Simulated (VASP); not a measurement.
Level of theory: PBE GGA, VASP's PBE PAW potentials (set 64) (plane waves; VASP).

VASP ran on this input.

File POSCAR:
```
Cu
1
    0.0000000000     1.8050000000     1.8050000000
    1.8050000000     0.0000000000     1.8050000000
    1.8050000000     1.8050000000     0.0000000000
Cu
1
Direct
  0.0000000000   0.0000000000   0.0000000000
```

**INCAR**
```
# general
SYSTEM  = Cu
PREC    = Low
ENCUT   = 400   # plane-wave cut-off (eV)
LREAL   = .FALSE.
LASPH   = .TRUE.   # aspherical one-centre terms

# electronic loop
EDIFF   = 1E-6   # SCF stop (eV)
NELM    = 100   # most electronic steps
ALGO    = Normal
LMAXMIX = 4   # l cut-off of mixed one-centre charges

# smearing
ISMEAR  = 1
SIGMA   = 0.1   # width (eV)

# functional
GGA     = PE   # PBE

# ions
ISIF    = 2   # forces and stress, cell fixed

# output
LWAVE   = .FALSE.
LCHARG  = .FALSE.
```

**KPOINTS**
```
kpoints
0
Gamma
 16 16 16
0 0 0
```

POTCAR, in this order: Cu (PBE.64 set). Program: vasp_std.

Output of the run:

### OSZICAR
```
       N       E                     dE             d eps       ncg     rms          rms(c)
DAV:   1     0.310952452197E+02    0.31095E+02   -0.49150E+03  2715   0.172E+03
DAV:   2    -0.428754081071E+01   -0.35383E+02   -0.33766E+02  2621   0.182E+02
DAV:   3    -0.462792615348E+01   -0.34039E+00   -0.33976E+00  3161   0.255E+01
DAV:   4    -0.463003197530E+01   -0.21058E-02   -0.21056E-02  3196   0.176E+00
DAV:   5    -0.463005627889E+01   -0.24304E-04   -0.24302E-04  3140   0.154E-01    0.766E+00
DAV:   6    -0.410609134016E+01    0.52396E+00   -0.16799E+01  2742   0.947E+01    0.389E+00
DAV:   7    -0.374245473252E+01    0.36364E+00   -0.26207E+00  2776   0.371E+01    0.577E-01
DAV:   8    -0.373175872998E+01    0.10696E-01   -0.51112E-03  2868   0.127E+00    0.309E-01
DAV:   9    -0.373008120683E+01    0.16775E-02   -0.11955E-02  2885   0.234E+00    0.327E-02
DAV:  10    -0.373008106568E+01    0.14116E-06   -0.54759E-05  3849   0.152E-01    0.854E-03
DAV:  11    -0.373007984136E+01    0.12243E-05   -0.11389E-06  2050   0.228E-02    0.428E-04
DAV:  12    -0.373007985202E+01   -0.10658E-07   -0.52846E-08  1481   0.316E-03
   1 F= -.37300799E+01 E0= -.37300386E+01  d E =-.123626E-03
```

File OUTCAR:
```
------------------------ aborting loop because EDIFF is reached ----------------------------------------
  FORCE on cell =-STRESS in cart. coord.  units (eV):
  Direction    XX          YY          ZZ          XY          YZ          ZX
  --------------------------------------------------------------------------------------
  Total        0.1675410      0.1675410      0.1675410     -0.0000000     -0.0000000      0.0000000
  in kB       22.8228663     22.8228663     22.8228663     -0.0000000     -0.0000000      0.0000000
  external PRESSURE =      22.8228663 kB  Pullay stress =       0.0000000 kB
  volume of cell :       11.76
      direct lattice vectors                 reciprocal lattice vectors
     0.000000000  1.805000000  1.805000000    -0.277008310  0.277008310  0.277008310
     1.805000000  0.000000000  1.805000000     0.277008310 -0.277008310  0.277008310
     1.805000000  1.805000000  0.000000000     0.277008310  0.277008310 -0.277008310
 POSITION                                       TOTAL-FORCE (eV/Angst)
 -----------------------------------------------------------------------------------
      0.00000      0.00000      0.00000        -0.000000      0.000000      0.000000
 -----------------------------------------------------------------------------------
    total drift:                               -0.000000      0.000000      0.000000
  FREE ENERGIE OF THE ION-ELECTRON SYSTEM (eV)
  ---------------------------------------------------
  free  energy   TOTEN  =        -3.7300798520 eV

  energy  without entropy=       -3.7299562264  energy(sigma->0) =       -3.73003864
```
(Selected blocks of OUTCAR.)

OUTCAR:
```
 val. band max:        7.5939615033   @ k =   0.5000   0.1875   0.0625

 cond. band min:       7.6512905204   @ k =   0.5000   0.3125   0.1250


 Fermi energy:         7.5955336494

 k-point     1 :       0.0000    0.0000    0.0000
  band No.  band energies     occupation
      1      -1.7457      2.00000
      2       4.6039      2.00000
      3       4.6040      2.00000
      4       4.6040      2.00000
      5       5.4315      2.00000
      6       5.4315      2.00000
      7      30.2680      0.00000
      8      32.9397      0.00000
      9      32.9403      0.00000

 k-point     2 :       0.0625    0.0000    0.0000
  band No.  band energies     occupation
      1      -1.6030      2.00000
      2       4.5730      2.00000
      3       4.6303      2.00000
      4       4.6303      2.00000
      5       5.4203      2.00000
      6       5.4203      2.00000
      7      29.4065      0.00000
      8      31.4253      0.00000
      9      32.4956      0.00000

 k-point     3 :       0.1250    0.0000    0.0000
  band No.  band energies     occupation
      1      -1.1808      2.00000
      2       4.4924      2.00000
      3       4.6970      2.00000
      4       4.6970      2.00000
      5       5.4013      2.00000
      6       5.4014      2.00000
      7      26.4921      0.00000
      8      30.9030      0.00000
      9      31.7368      0.00000

 k-point     4 :       0.1875    0.0000    0.0000
  band No.  band energies     occupation
      1      -0.5013      2.00000
      2       4.3962      2.00000
      3       4.7580      2.00000
      4       4.7582      2.00000
      5       5.4171      2.00000
      6       5.4173      2.00000
      7      23.2500      0.00000
      8      30.5913      0.00000
      9      31.0534      0.00000

 k-point     5 :       0.2500    0.0000    0.0000
  band No.  band energies     occupation
      1       0.3824      2.00000
      2       4.3480      2.00000
      3       4.7597      2.00000
...
```

The compound is Cu in the fcc structure. The cell was not relaxed at this level. The run is one of a series of settings (PREC = Low against the base run), some of them coarse on purpose.
